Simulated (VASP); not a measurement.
Here is the system:

```yaml
crystal:
  lattice:
    - [3.56709, 0.00000, 0.00000]
    - [0.00000, 3.56709, 0.00000]
    - [0.00000, 0.00000, 3.56709]
  atoms:
    - { symbol: Al, position: [0.00000, 0.00000, 0.00000] }
    - { symbol: Ni, position: [0.00000, 0.50000, 0.50000], spin: 0.3 }
    - { symbol: Ni, position: [0.50000, 0.00000, 0.50000], spin: 0.3 }
    - { symbol: Ni, position: [0.50000, 0.50000, 0.00000], spin: 0.3 }
```

The numbers are results of PBE GGA, VASP's PBE PAW potentials (set 64) (plane waves; VASP), not measurements. Numerical set-up: 520 eV cut-off, 10×10×10 Γ-centred mesh, tetrahedra with Blöchl corrections, potentials Al Ni.

### Question
Estimate the cell moment, energy per atom (σ→0), band gap (on the k-mesh) with the smallest direct gap where there is one.

### Answer

The band gap (on the k-mesh) is none (metal, semimetal or under 0.01 eV). The cell moment is 0.71 μB. The energy per atom (σ→0) comes out as -5.474 eV/atom.

### Question
Give the moment on each site (PAW-sphere projection).

### Answer

| site | moment (μB) |
|---|---|
| Al1 | -0.01 |
| Ni2 | 0.26 |
| Ni3 | 0.26 |
| Ni4 | 0.26 |

Only differences to runs with the same potentials and settings are physical.

The compound is Ni3Al in the L1_2 structure. It was relaxed first.
